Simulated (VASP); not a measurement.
# CsPbI2Br (P4/mmm) in VASP: notebook

The runs below take CsPbI2Br through single point, with PBE.

All numbers are computed with VASP 6.6.1; they aren't measurements. Logs are shortened: lines on timing, memory, paths and dates and some standing lists are left out, and cuts for length are marked.

### Step 1. Starting point

It takes space group P4/mmm (No. 123, tetragonal). Conventional cell: a = 6.375 Å, b = 6.375 Å, c = 5.962 Å, α = 90.00°, β = 90.00°, γ = 90.00°. Around Cs (site symmetry 4/mmm) lie 8 I at 4.36 Å. Around Pb (site symmetry 4/mmm) lie 2 Br at 2.98 Å and 4 I at 3.19 Å. Around I (site symmetry mmm) lie 2 Pb at 3.19 Å. Br (site symmetry 4/mmm) is surrounded by 2 Pb at 2.98 Å.

The cell comes from a database or a generator and needn't be the stable form of this composition.

### Step 2. Single point, PBE

Contents of INCAR:

```
  ALGO = Normal
  EDIFF = 1E-7
  ENCUT = 520
  GGA = PE
  ISIF = 2
  ISMEAR = 0
  LASPH = True
  LCHARG = False
  LREAL = False
  LWAVE = False
  NBANDS = 30
  NELM = 100
  PREC = Accurate
  SIGMA = 0.01
```

Contents of KPOINTS:

```
k-points
0
Gamma
  3 3 3
```

Contents of POSCAR:

```
CsPbI2Br
1.0
    6.3752960000      0.0000000000      0.0000000000
    0.0000000000      6.3752960000      0.0000000000
    0.0000000000      0.0000000000      5.9622200000
Cs Pb I Br
1 1 2 1
Direct
    0.5000000000      0.5000000000      0.5000000000
    0.0000000000      0.0000000000      0.0000000000
    0.0000000000      0.5000000000      0.0000000000
    0.5000000000      0.0000000000      0.0000000000
    0.0000000000      0.0000000000      0.5000000000
```

Potentials or basis: VASP PAW PBE potentials, release 64 (Cs_sv, Pb_d, I, Br).

The run is started by

```
cat potpaw_PBE.64/Cs_sv/POTCAR potpaw_PBE.64/Pb_d/POTCAR potpaw_PBE.64/I/POTCAR potpaw_PBE.64/Br/POTCAR > POTCAR
mpirun -np 1 vasp_std > vasp.out
```

OUTCAR:

```text
EDIFF = 1E-7
   ENCUT = 520
   GGA = PE
   ISIF = 2
   ISMEAR = 0
   LASPH = True
   LREAL = False
   NELM = 100
   PREC = Accurate

 ion  position               nearest neighbor table
   1  0.500  0.500  0.500-
   2  0.000  0.000  0.000-   5 2.98   5 2.98   3 3.19   4 3.19   3 3.19   4 3.19
   3  0.000  0.500  0.000-   2 3.19   2 3.19
   4  0.500  0.000  0.000-   2 3.19   2 3.19
   5  0.000  0.000  0.500-   2 2.98   2 2.98

  LATTYP: Found a simple tetragonal cell.
 ALAT       =     6.3752960000
 C/A-ratio  =     0.9352067731

  Lattice vectors:

 A1 = (   6.3752960000,   0.0000000000,   0.0000000000)
 A2 = (   0.0000000000,   6.3752960000,   0.0000000000)
 A3 = (   0.0000000000,   0.0000000000,   5.9622200000)

Analysis of symmetry for initial positions (statically):
=====================================================================
 Subroutine PRICEL returns:
 Original cell was already a primitive cell.

 Routine SETGRP: Setting up the symmetry group for a
 simple tetragonal supercell.

 Subroutine GETGRP returns: Found 16 space group operations
 (whereof 16 operations were pure point group operations)
 out of a pool of 16 trial point group operations.

The static configuration has the point symmetry D_4h.

Analysis of symmetry for dynamics (positions and initial velocities):
=====================================================================
 Subroutine PRICEL returns:
 Original cell was already a primitive cell.

 Routine SETGRP: Setting up the symmetry group for a
 simple tetragonal supercell.

 Subroutine GETGRP returns: Found 16 space group operations
 (whereof 16 operations were pure point group operations)
 out of a pool of 16 trial point group operations.

The dynamic configuration has the point symmetry D_4h.

 Subroutine INISYM returns: Found 16 space group operations
 (whereof 16 operations are pure point group operations),
 and found     1 'primitive' translations

----------------------------------------------------------------------------------------

                                     Primitive cell

  volume of cell :     242.3308

[... 72 lines left out ...]
   LASPH  =      T    aspherical Exc in radial PAW
   ENCUT  =  520.0 eV  38.22 Ry    6.18 a.u.  11.85 11.85 11.09*2*pi/ulx,y,z
   NELM   =    100;   NELMIN=  2; NELMDL= -5     # of ELM steps
   EDIFF  = 0.1E-06   stopping-criterion for ELM
   LREAL  =      F    real-space projection
   EDIFFG = 0.1E-05   stopping-criterion for IOM
   NSW    =      0    number of steps for IOM
   IBRION =     -1    ionic relax: 0-MD 1-quasi-New 2-CG
   NFREE  =      0    steps in history (QN), initial steepest desc. (CG)
   ISIF   =      2    stress and relaxation
   ISYM   =      2    0-nonsym 1-usesym 2-fastsym
   POTIM  = 0.5000    time-step for ionic-motion
   TEBEG  =    0.0;   TEEND  =   0.0 temperature during run
   PSTRESS=    0.0 pullay stress
   NELECT =      44.0000    total number of electrons
   NUPDOWN=      -1.0000    fix difference up-down
   EMIN   =  10.00;   EMAX   =-10.00  energy-range for DOS
   EFERMI =   0.00;   METHOD = LEGACY
   ISMEAR =     0;   SIGMA  =   0.01  broadening in eV -4-tet -1-fermi 0-gaus
   EFERMI_NEDOS =   21; number of points for ismear=-14 and -15
   IALGO  =     38    algorithm
   IMIX   =      4    mixing-type and parameters
     AMIX     =   0.40;   BMIX     =  1.00
     AMIX_MAG =   1.60;   BMIX_MAG =  1.00
  volume/ion in A,a.u.               =      48.47       327.07
  Fermi-wavevector in a.u.,A,eV,Ry     =   0.927021  1.751815 11.692406  0.859368
  Thomas-Fermi vector in A             =   2.053046
   LORBIT       =      0    0 simple, 1 ext, 2 COOP (PROOUT), +10 PAW based schemes
   GGA     = PE    functional components
   LHFCALC =     F    Hartree Fock is set to
   AEXX    =    0.0000 exact exchange contribution
   IVDW    =     0    specifies the selected vdW correction
   LEPSILON=     F    determine dielectric tensor
   LRPA    =     F    only Hartree local field effects (RPA)
 non-spin polarized calculation
 Gauss-broadening in eV      SIGMA  =   0.01
  energy-cutoff  :      520.00
  volume of cell :      242.33
 maximum number of plane-waves:      6540
 NGX is ok and might be reduce to    48
   NGX = 23   NGY = 23   NGZ = 23

 number of electron      43.9999998 magnetization

 Free energy of the ion-electron system (eV)
  ---------------------------------------------------
  ext. energy  EPLUGINS =         0.00000000
  ---------------------------------------------------
  free energy    TOTEN  =       -14.77870607 eV

  energy without entropy =      -14.77870607  energy(sigma->0) =      -14.77870607

 E-fermi :   0.2409     XC(G=0):  -7.3165

 val. band max:        0.1912026677   @ k =   0.3333   0.3333   0.3333
 cond. band min:       3.8495567895   @ k =   0.3333   0.3333   0.3333
 fundamental gap:      3.6583541218
 Fermi energy:         0.2409257490

 k-point     1 :       0.0000    0.0000    0.0000
  band No.  band energies     occupation
      1     -20.1368      2.00000
      2     -15.3964      2.00000
      3     -15.3730      2.00000
      4     -15.3178      2.00000
      5     -15.3031      2.00000
      6     -15.3031      2.00000
[... 187 lines left out ...]
     29       6.7238      0.00000
     30       7.2588      0.00000

------------------------ aborting loop because EDIFF is reached ----------------------------------------

  FORCE on cell =-STRESS in cart. coord.  units (eV):
  Direction    XX          YY          ZZ          XY          YZ          ZX
  --------------------------------------------------------------------------------------
  -------------------------------------------------------------------------------------
  Total        0.0105395      0.0105395     -0.0140646      0.0000000      0.0000000     -0.0000000
  in kB        0.0696821      0.0696821     -0.0929888      0.0000000      0.0000000     -0.0000000
  external PRESSURE =       0.0154585 kB  Pullay stress =       0.0000000 kB

 VOLUME and BASIS-vectors are now :
 -----------------------------------------------------------------------------
  energy-cutoff  :      520.00
  volume of cell :      242.33
      direct lattice vectors                 reciprocal lattice vectors
     6.375296000  0.000000000  0.000000000     0.156855462  0.000000000  0.000000000
     0.000000000  6.375296000  0.000000000     0.000000000  0.156855462  0.000000000
     0.000000000  0.000000000  5.962220000     0.000000000  0.000000000  0.167722761

 POSITION                                       TOTAL-FORCE (eV/Angst)
 -----------------------------------------------------------------------------------
      3.18765      3.18765      2.98111         0.000000      0.000000      0.000000
      0.00000      0.00000      0.00000         0.000000      0.000000      0.000000
      0.00000      3.18765      0.00000         0.000000      0.000000      0.000000
      3.18765      0.00000      0.00000         0.000000      0.000000      0.000000
      0.00000      0.00000      2.98111         0.000000      0.000000      0.000000
 -----------------------------------------------------------------------------------
    total drift:                                0.000000     -0.000000      0.000000

  FREE ENERGIE OF THE ION-ELECTRON SYSTEM (eV)
  ---------------------------------------------------
  free  energy   TOTEN  =       -14.7787060665 eV

  energy  without entropy=      -14.7787060665  energy(sigma->0) =      -14.77870607
```

OSZICAR:

```text
N       E                     dE             d eps       ncg     rms          rms(c)
DAV:   1     0.366358276511E+03    0.36636E+03   -0.17454E+04   360   0.123E+03
DAV:   2     0.281072677848E+02   -0.33825E+03   -0.32660E+03   430   0.281E+02
DAV:   3    -0.135856191649E+02   -0.41693E+02   -0.41466E+02   448   0.107E+02
DAV:   4    -0.152005710734E+02   -0.16150E+01   -0.16126E+01   504   0.281E+01
DAV:   5    -0.152379445605E+02   -0.37373E-01   -0.37370E-01   466   0.311E+00    0.368E+00
DAV:   6    -0.148119845434E+02    0.42596E+00   -0.64210E-01   560   0.645E+00    0.237E+00
DAV:   7    -0.147716934647E+02    0.40291E-01   -0.39782E-01   512   0.303E+00    0.112E+00
DAV:   8    -0.147798043182E+02   -0.81109E-02   -0.57152E-02   466   0.178E+00    0.218E-01
DAV:   9    -0.147783655758E+02    0.14387E-02   -0.83424E-03   512   0.756E-01    0.957E-02
DAV:  10    -0.147786370222E+02   -0.27145E-03   -0.12837E-03   458   0.172E-01    0.542E-02
DAV:  11    -0.147787018991E+02   -0.64877E-04   -0.28160E-04   488   0.113E-01    0.152E-02
DAV:  12    -0.147787051242E+02   -0.32251E-05   -0.35180E-05   444   0.271E-02    0.122E-02
DAV:  13    -0.147787061396E+02   -0.10154E-05   -0.42454E-06   480   0.133E-02    0.420E-03
DAV:  14    -0.147787060665E+02    0.73097E-07   -0.83706E-07   486   0.692E-03
   1 F= -.14778706E+02 E0= -.14778706E+02  d E =-.374330E-13
```

Run time: 26 s. Hardware: 1 thread of Intel Xeon 6975P-C (Granite Rapids), shared host; peak memory 0.34 GiB.

Results:

| Property | Result |
| --- | --- |
| Free energy | -14.7787 eV |
| Pressure | 0.0 GPa |
| Band gap on the k mesh | 3.66 eV, direct |

Levels at points of the mesh, in eV from the valence-band top:
```csv
k point,band 18,band 19,band 20,band 21,band 22,band 23,band 24,band 25,band 26,band 27
"(0.00, 0.00, 0.00)",-0.54,-0.29,-0.27,-0.25,-0.25,4.18,5.07,5.47,5.67,5.86
```

Caveat: spin-orbit coupling is left out, which as a rule narrows the gap of such compounds by several tenths of an eV; an odd mesh through Γ misses points on the zone boundary, where band edges often lie.

### Step 3. Single point, PBE

Contents of INCAR:

```
PREC = Accurate
ENCUT = 520
EDIFF = 1E-6
ISMEAR = 0
SIGMA = 0.01
LREAL = False
LASPH = True
NELM = 100
ALGO = Normal
ISIF = 2
LWAVE = False
LCHARG = True
GGA = PE
LELF = True
LVHAR = True
NBANDS = 30
```

Contents of KPOINTS:

```
Automatic mesh
0
Gamma
  3 3 3
```

POSCAR is that of step 2.

Potentials or basis: VASP PAW PBE potentials, release 64 (Cs_sv, Pb_d, I, Br).

The run is started by

```
cat potpaw_PBE.64/Cs_sv/POTCAR potpaw_PBE.64/Pb_d/POTCAR potpaw_PBE.64/I/POTCAR potpaw_PBE.64/Br/POTCAR > POTCAR
mpirun -np 1 vasp_std > vasp.out
```

OUTCAR:

```text
PREC = Accurate
   ENCUT = 520
   EDIFF = 1E-6
   ISMEAR = 0
   LREAL = False
   LASPH = True
   NELM = 100
   ISIF = 2
   GGA = PE

 ion  position               nearest neighbor table
   1  0.500  0.500  0.500-
   2  0.000  0.000  0.000-   5 2.98   5 2.98   3 3.19   4 3.19   3 3.19   4 3.19
   3  0.000  0.500  0.000-   2 3.19   2 3.19
   4  0.500  0.000  0.000-   2 3.19   2 3.19
   5  0.000  0.000  0.500-   2 2.98   2 2.98

  LATTYP: Found a simple tetragonal cell.
[... 380 lines left out ...]
  Direction    XX          YY          ZZ          XY          YZ          ZX
  --------------------------------------------------------------------------------------
  -------------------------------------------------------------------------------------
  Total        0.0115036      0.0115036     -0.0133381      0.0000000      0.0000000      0.0000000
  in kB        0.0760566      0.0760566     -0.0881854      0.0000000      0.0000000      0.0000000
  external PRESSURE =       0.0213093 kB  Pullay stress =       0.0000000 kB

 VOLUME and BASIS-vectors are now :
 -----------------------------------------------------------------------------
  energy-cutoff  :      520.00
  volume of cell :      242.33
      direct lattice vectors                 reciprocal lattice vectors
     6.375296000  0.000000000  0.000000000     0.156855462  0.000000000  0.000000000
     0.000000000  6.375296000  0.000000000     0.000000000  0.156855462  0.000000000
     0.000000000  0.000000000  5.962220000     0.000000000  0.000000000  0.167722761

 POSITION                                       TOTAL-FORCE (eV/Angst)
 -----------------------------------------------------------------------------------
      3.18765      3.18765      2.98111         0.000000      0.000000      0.000000
      0.00000      0.00000      0.00000         0.000000      0.000000      0.000000
      0.00000      3.18765      0.00000         0.000000      0.000000      0.000000
      3.18765      0.00000      0.00000         0.000000      0.000000      0.000000
      0.00000      0.00000      2.98111         0.000000      0.000000      0.000000
 -----------------------------------------------------------------------------------
    total drift:                                0.000000     -0.000000      0.000000

  FREE ENERGIE OF THE ION-ELECTRON SYSTEM (eV)
  ---------------------------------------------------
  free  energy   TOTEN  =       -14.7787060511 eV

  energy  without entropy=      -14.7787060511  energy(sigma->0) =      -14.77870605
```

OSZICAR:

```text
N       E                     dE             d eps       ncg     rms          rms(c)
DAV:   1     0.366358276511E+03    0.36636E+03   -0.17454E+04   360   0.123E+03
DAV:   2     0.281072677848E+02   -0.33825E+03   -0.32660E+03   430   0.281E+02
DAV:   3    -0.135856191649E+02   -0.41693E+02   -0.41466E+02   448   0.107E+02
DAV:   4    -0.152005710734E+02   -0.16150E+01   -0.16126E+01   504   0.281E+01
DAV:   5    -0.152379445605E+02   -0.37373E-01   -0.37370E-01   466   0.311E+00    0.368E+00
DAV:   6    -0.148119845434E+02    0.42596E+00   -0.64210E-01   560   0.645E+00    0.237E+00
DAV:   7    -0.147716934647E+02    0.40291E-01   -0.39782E-01   512   0.303E+00    0.112E+00
DAV:   8    -0.147798043182E+02   -0.81109E-02   -0.57152E-02   466   0.178E+00    0.218E-01
DAV:   9    -0.147783655758E+02    0.14387E-02   -0.83424E-03   512   0.756E-01    0.957E-02
DAV:  10    -0.147786370222E+02   -0.27145E-03   -0.12837E-03   458   0.172E-01    0.542E-02
DAV:  11    -0.147787018991E+02   -0.64877E-04   -0.28160E-04   488   0.113E-01    0.152E-02
DAV:  12    -0.147787051242E+02   -0.32251E-05   -0.35180E-05   444   0.271E-02    0.122E-02
DAV:  13    -0.147787061284E+02   -0.10043E-05   -0.41339E-06   392   0.133E-02    0.409E-03
DAV:  14    -0.147787060511E+02    0.77377E-07   -0.73190E-07   302   0.803E-03
   1 F= -.14778706E+02 E0= -.14778706E+02  d E =-.379823E-13
```

stdout:

```text
POSCAR found type information on POSCAR CsPbI Br
 POSCAR found :  4 types and       5 ions
 scaLAPACK will be used
 LDA part: xc-table for (Slater+PW92), standard interpolation
 POSCAR, INCAR and KPOINTS ok, starting setup
 FFT: planning ... GRIDC
 FFT: planning ... GRID_SOFT
 FFT: planning ... GRID
 WAVECAR not read
 entering main loop
```

Wall time 27 s (1 thread of Intel Xeon 6975P-C (Granite Rapids), shared host); peak memory 0.34 GiB.

What came out:

```
Free energy            : -14.7787 eV
Pressure               : 0.0 GPa
Band gap on the k mesh : 3.66 eV, direct
```

Levels at points of the mesh, in eV from the valence-band top:
| k point | band 19 | band 20 | band 21 | band 22 | band 23 | band 24 | band 25 | band 26 |
| --- | --- | --- | --- | --- | --- | --- | --- | --- |
| (0.00, 0.00, 0.00) | -0.29 | -0.27 | -0.25 | -0.25 | 4.18 | 5.07 | 5.47 | 5.67 |

Caveat: spin-orbit coupling is left out, which as a rule narrows the gap of such compounds by several tenths of an eV; an odd mesh through Γ misses points on the zone boundary, where band edges often lie.
